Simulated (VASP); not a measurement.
## CdHg3Se4 (ordered alloy cell): computed properties

The numbers are results of PBEsol GGA, VASP's PBE PAW potentials (set 64) (plane waves; VASP), not measurements.

```yaml
space_group: P-43m (215)
cell: a = 6.127 Å, b = 6.127 Å, c = 6.127 Å, α = 90.00°, β = 90.00°, γ = 90.00°
volume_per_atom: 28.75 Å³/atom
band gap (over mesh and band path): none (metal, semimetal or under 0.01 eV)
density: 7.44 g/cm³
```

```
CdHg3Se4
1.0
    6.12695     0.00000     0.00000
    0.00000     6.12695     0.00000
    0.00000     0.00000     6.12695
Hg Se Cd
3 4 1
Direct
  0.00000   0.00000   0.00000
  0.50000   0.50000   0.00000
  0.50000   0.00000   0.50000
  0.24884   0.25116   0.25116
  0.75116   0.74884   0.25116
  0.75116   0.25116   0.74884
  0.24884   0.74884   0.74884
  0.00000   0.50000   0.50000
```

Unless said otherwise, spin-orbit coupling is left out, though it shifts the bands of the heavy elements here.

The structure was generated: CdHg3Se4 was put into an ordered model structure (P-43m), which need not be its known phase. It was relaxed first. Symmetry was kept, so distortions that lower it aren't found.
